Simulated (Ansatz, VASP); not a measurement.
## Ir2C3: VASP beside Ansatz

INCAR

```
SYSTEM = Ir2C3
  PREC = Accurate
  ENCUT = 520
  EDIFF = 1E-7
  ISMEAR = 0
  SIGMA = 0.1
  LREAL = .False.
  LASPH = .True.
  NELM = 80
  ALGO = Normal
  ISIF = 2
  LWAVE = .False.
  LCHARG = .False.
  GGA = PE
  NBANDS = 23
```

Contents of KPOINTS:

```
regular mesh
0
Gamma
  6 6 6
  0 0 0
```

File POSCAR:

```
Ir2C3
1.0
   -2.3250075300      2.3250075300      2.5811360800
    2.3250075300     -2.3250075300      2.5811360800
    2.3250075300      2.3250075300     -2.5811360800
Ir C
2 3
Direct
    0.1879539200      0.1879539200      0.0000000000
    0.8120460800      0.8120460800      0.0000000000
    0.5000000000      0.0000000000      0.5000000000
    0.0000000000      0.5000000000      0.5000000000
    0.5000000000      0.5000000000      0.0000000000
```

Input for Ansatz:

```yaml
crystal:
  lattice:
    - [-2.32500753, 2.32500753, 2.58113608]
    - [2.32500753, -2.32500753, 2.58113608]
    - [2.32500753, 2.32500753, -2.58113608]
  atoms:
    - { symbol: Ir, position: [0.18795392, 0.18795392, 0.0] }
    - { symbol: Ir, position: [0.81204608, 0.81204608, 0.0] }
    - { symbol: C, position: [0.5, 0.0, 0.5] }
    - { symbol: C, position: [0.0, 0.5, 0.5] }
    - { symbol: C, position: [0.5, 0.5, 0.0] }
basis:
  ecutwfc: 420
kpoints:
  mp_grid: { grid: [6, 6, 6] }
hamiltonian:
  xc: pbe
scf:
  occupations: { method: gaussian, width: 0.1 }
  lower_state_search: "off"
output:
  forces: true
  stress: true
  eigenvalues: true
```

Alike in both runs: task single point; functional PBE; k mesh 6 × 6 × 6; occupations gaussian, width 0.1 eV; no spin polarisation.

|  | VASP | Ansatz |
| --- | --- | --- |
| version | VASP 6.6.1 | Ansatz 0.2.0 |
| potentials or method | VASP PAW PBE potentials, release 64 (Ir, C) | scalar-relativistic, plane waves, PAW |
| plane-wave cutoff (eV) | 520 | 420 |
| valence electrons in the cell | 30 | 46 |

Ansatz gave:

```
gap on the k mesh at the Fermi level (eV) : none
rms of the force components (eV/Å)        : 4.260
```

Question: Which values does VASP return?

Answer: gap on the k mesh at the Fermi level (eV): none; rms of the force components (eV/Å): 2.563.

Atom by atom the forces differ by 1.697 eV/Å (rms over components). A gap of «none» marks a metal or a gap that the smearing closes. One of these differences is far larger than is usual between the two programs; its cause wasn't traced. The two sets of potentials don't hold the same shells in valence.

Caveats: forces of over 1 eV/Å show positions far from the minimum, so gaps and moduli don't describe the material at rest. Spin-orbit coupling is left out, which matters for the levels of Ir.
